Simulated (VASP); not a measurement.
Consider the following.

```
TaS2
1.0
    6.01111     0.00000     0.00000
    0.00000     6.01111     0.00000
    0.00000     0.00000     6.01111
Ta S
4 8
Cartesian
  0.00000   0.00000   0.00000
  3.00556   3.00556   0.00000
  0.00000   3.00556   3.00556
  3.00556   0.00000   3.00556
  2.13202   2.13202   2.13202
  5.13758   0.87353   3.87909
  3.87909   5.13758   0.87353
  0.87353   3.87909   5.13758
  3.87909   3.87909   3.87909
  0.87353   5.13758   2.13202
  2.13202   0.87353   5.13758
  5.13758   2.13202   0.87353
```

Level of theory: PBEsol GGA, VASP's PBE PAW potentials (set 64) (plane waves; VASP). Settings: 400 eV cut-off, 6×6×6 Γ-centred mesh, tetrahedra with Blöchl corrections, potentials Ta_pv S.

The cores are frozen, which limits the accuracy of field gradients.

**Question.** Give the principal components of the electric field gradient (V/Å²) and the asymmetry η at each nucleus.

**Answer.** 
```json
[
 {"atom": "Ta1", "Vxx": "-87.3", "Vyy": "-87.3", "Vzz": "174.6", "η": "0.00"},
 {"atom": "Ta2", "Vxx": "-87.3", "Vyy": "-87.3", "Vzz": "174.6", "η": "0.00"},
 {"atom": "Ta3", "Vxx": "-87.3", "Vyy": "-87.3", "Vzz": "174.6", "η": "0.00"},
 {"atom": "Ta4", "Vxx": "-87.3", "Vyy": "-87.3", "Vzz": "174.6", "η": "0.00"},
 {"atom": "S5", "Vxx": "0.9", "Vyy": "0.9", "Vzz": "-1.8", "η": "0.00"},
 {"atom": "S6", "Vxx": "0.9", "Vyy": "0.9", "Vzz": "-1.8", "η": "0.00"},
 {"atom": "S7", "Vxx": "0.9", "Vyy": "0.9", "Vzz": "-1.8", "η": "0.00"},
 {"atom": "S8", "Vxx": "0.9", "Vyy": "0.9", "Vzz": "-1.8", "η": "0.00"},
 {"atom": "S9", "Vxx": "0.9", "Vyy": "0.9", "Vzz": "-1.8", "η": "0.00"},
 {"atom": "S10", "Vxx": "0.9", "Vyy": "0.9", "Vzz": "-1.8", "η": "0.00"},
 {"atom": "S11", "Vxx": "0.9", "Vyy": "0.9", "Vzz": "-1.8", "η": "0.00"},
 {"atom": "S12", "Vxx": "0.9", "Vyy": "0.9", "Vzz": "-1.8", "η": "0.00"}
]
```

The structure was generated: TaS2 was put into the pyrite type (Pa-3), which need not be its known phase. It was relaxed first, which changed the volume by +5 %.
